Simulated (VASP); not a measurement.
Energy against volume of HgTe (zinc blende). These are vdW-DF-cx, VASP's PBE PAW potentials (set 64) (plane waves; VASP) values and carry that method's errors.

```json
[
 {"V (Å³/atom)": "32.947", "E (eV/atom)": "0.46538"},
 {"V (Å³/atom)": "33.998", "E (eV/atom)": "0.45149"},
 {"V (Å³/atom)": "35.050", "E (eV/atom)": "0.44722"},
 {"V (Å³/atom)": "36.101", "E (eV/atom)": "0.45092"},
 {"V (Å³/atom)": "37.153", "E (eV/atom)": "0.46122"}
]
```

Q: Fit a third-order Birch-Murnaghan equation of state.

A: 
- volume per atom: 35.05 Å^3/atom
- bulk modulus: 40.3 GPa
- pressure derivative of the bulk modulus: 5.25
- lattice constant a: 6.545 Å

Measured: bulk modulus 42.3 GPa (computed value off by -4.7 %), as given by Cormac Toher et al., Physical Review Materials (2017), arXiv:1611.05714; a 6.460 Å (computed value off by +1.3 %), as given by R. J. Cava et al., Journal of Materials Chemistry C (2013), arXiv:1302.1059. The calculation is for a static lattice, while the measured bulk modulus, a hold thermal and zero-point effects, which are part of the difference.

The compound is HgTe in the zinc blende structure. It was relaxed first.
